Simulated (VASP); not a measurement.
Output of a VASP run:

**OSZICAR**
```
       N       E                     dE             d eps       ncg     rms          rms(c)
DAV:   1     0.549714406599E+02    0.54971E+02   -0.62049E+03  7928   0.983E+02
DAV:   2    -0.117133771522E+02   -0.66685E+02   -0.62181E+02  9336   0.193E+02
DAV:   3    -0.135904908261E+02   -0.18771E+01   -0.18614E+01 10104   0.318E+01
DAV:   4    -0.136071724230E+02   -0.16682E-01   -0.16673E-01  9168   0.352E+00
DAV:   5    -0.136074708063E+02   -0.29838E-03   -0.29836E-03  9976   0.482E-01    0.921E+00
DAV:   6    -0.124753848975E+02    0.11321E+01   -0.62450E+00  8928   0.290E+01    0.512E+00
DAV:   7    -0.124011275440E+02    0.74257E-01   -0.34692E-01  8408   0.684E+00    0.263E+00
DAV:   8    -0.123788465879E+02    0.22281E-01   -0.19179E-02  9512   0.103E+00    0.153E+00
DAV:   9    -0.123723488348E+02    0.64978E-02   -0.54236E-03  8488   0.774E-01    0.284E-01
DAV:  10    -0.123723712953E+02   -0.22461E-04   -0.84264E-04  9304   0.333E-01    0.143E-01
DAV:  11    -0.123724400129E+02   -0.68718E-04   -0.15942E-04  8128   0.121E-01    0.280E-02
DAV:  12    -0.123724390938E+02    0.91909E-06   -0.38060E-06 10024   0.206E-02
   1 F= -.12372439E+02 E0= -.12372512E+02  d E =0.220101E-03  mag=    -0.0000    -0.0000     0.0000
```

OUTCAR:
```
------------------------ aborting loop because EDIFF is reached ----------------------------------------
  FORCE on cell =-STRESS in cart. coord.  units (eV):
  Direction    XX          YY          ZZ          XY          YZ          ZX
  --------------------------------------------------------------------------------------
  Total       -0.9804331     -0.6481800     -1.0754163      0.0000000      0.0000000      0.0000000
  in kB      -27.7066960    -18.3173397    -30.3908878      0.0000000      0.0000000      0.0000000
  external PRESSURE =     -25.4716412 kB  Pullay stress =       0.0000000 kB
  volume of cell :       56.69
      direct lattice vectors                 reciprocal lattice vectors
     0.000000000  3.015547000  3.076829000    -0.163653640  0.165807397  0.162504969
     3.055233000  0.000000000  3.076829000     0.163653640 -0.165807397  0.162504969
     3.055233000  3.015547000  0.000000000     0.163653640  0.165807397 -0.162504969
 POSITION                                       TOTAL-FORCE (eV/Angst)
 -----------------------------------------------------------------------------------
      1.52762      1.50777      1.53841         0.209417      0.000000      0.000000
      4.58285      4.52332      4.61524         0.209417      0.000000      0.000000
      0.06089      3.01555      3.07683        -0.418833      0.000000      0.000000
 -----------------------------------------------------------------------------------
    total drift:                               -0.000591     -0.000000      0.000000
  FREE ENERGIE OF THE ION-ELECTRON SYSTEM (eV)
  ---------------------------------------------------
  free  energy   TOTEN  =       -12.3724390938 eV

  energy  without entropy=      -12.3726591946  energy(sigma->0) =      -12.37251246

 Ion:    1  E_soc:     -0.0003848

 Ion:    2  E_soc:     -0.0003848

 Ion:    3  E_soc:     -0.7345579
```
(Selected blocks of OUTCAR.)

File POSCAR:
```
AuAl2
1
    0.0000000000     3.0155470000     3.0768290000
    3.0552330000     0.0000000000     3.0768290000
    3.0552330000     3.0155470000     0.0000000000
Al Au
2 1
Direct
  0.2500000000   0.2500000000   0.2500000000
  0.7500000000   0.7500000000   0.7500000000
 -0.0099650000   0.0099650000   0.0099650000
```

### Question
Write an INCAR and KPOINTS that could have produced this output.

### Answer
This is not unique; one that fits is the input of the run itself, PBE GGA with spin-orbit coupling, plane waves, VASP's PBE PAW potentials (set 64).

**KPOINTS**
```
K-points
0
gamma
  8 8 8
```

### INCAR
```
GGA=PE   ! PBE
ISIF=2
NELM=100   ! most electronic steps
SIGMA=0.1   ! width (eV)
LWAVE=.FALSE.
ISMEAR=1   ! Methfessel-Paxton
LASPH=.TRUE.
MAGMOM=9*0
SYSTEM=AuAl2
LCHARG=.FALSE.
LMAXMIX=6   ! l cut-off of mixed one-centre charges
LREAL=.FALSE.
LSORBIT=.TRUE.
ENCUT=400
EDIFF=1E-6   ! SCF stop (eV)
GGA_COMPAT=.FALSE.
PREC=Accurate
ALGO=Normal
```

POTCAR, in this order: Al Au (PBE.64 set). Program: vasp_ncl.

The compound is AuAl2 in the fluorite structure. The cell was not relaxed at this level, atoms are displaced from their ideal sites. The run is one of a series of settings (GGA_COMPAT = .FALSE., LSORBIT = .TRUE., MAGMOM = 0 0 0 0 0 0 0 0 0, program vasp_ncl against the base run), some of them coarse on purpose.
